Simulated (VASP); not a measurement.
Energy against volume of TiCo (CsCl type). Level of theory: PBEsol GGA, VASP's PBE PAW potentials (set 64) (plane waves; VASP). Settings: 520 eV cut-off, 12×12×12 Γ-centred mesh, first-order Methfessel-Paxton smearing of 0.10 eV, potentials Ti_sv Co.

```
V (Å³/atom)  E (eV/atom)
-----------  -----------
12.210          -8.43676
12.588          -8.44358
12.966          -8.43675
13.343          -8.41820
```

Fit these four points and predict the energy of the run at 11.833 Å³/atom.

A cubic in V^(−2/3), the third-order Birch-Murnaghan form, passes through the four points with V0 = 12.58 Å³/atom and B0 = 193 GPa, and gives -8.4142 eV/atom there. The run gave -8.4140 eV/atom, +0.1 meV/atom from the fit; all five points give B0 = 193 GPa.

The compound is TiCo in the CsCl type structure. It was relaxed first, which changed the volume by -6 %. The run is not spin-polarised, so no magnetic state was tried.
